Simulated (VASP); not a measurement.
VASP 6 on Cu, 32 atoms, PBE, 400 eV, 3×3×3 Γ-centred mesh, vasp_std. Each run had one machine to itself; times are medians of up to 3 turns, which differed by up to 3 %. Differences under about 10 % mean little, and other builds and machines will differ.

INCAR of the first run: PREC = Normal; ENCUT = 400; EDIFF = 1E-12; NELM = 9; ALGO = Normal; LREAL = Auto; LASPH = .TRUE.; ISMEAR = 1; SIGMA = 0.1; GGA = PE; LMAXMIX = 4; LWAVE = .FALSE.; LCHARG = .FALSE.; ISYM = 0; NELMIN = 9; KPAR = 1; NCORE = 1

```tsv
run	seconds an electronic step (mean of the last four of 9)
48 ranks, KPAR = 1, NCORE = 1	2.6
48 ranks, KPAR = 1, NCORE = 4	1.0
48 ranks, KPAR = 2, NCORE = 1	1.0
48 ranks, KPAR = 2, NCORE = 4	0.74
48 ranks, KPAR = 4, NCORE = 1	0.92
48 ranks, KPAR = 4, NCORE = 4	0.73
48 ranks, KPAR = 8, NCORE = 1	0.84
```

On 48 cores the runs span a factor of 3.5.

Runs that failed, blew up or ran out of time are left out.

The cell is a supercell.
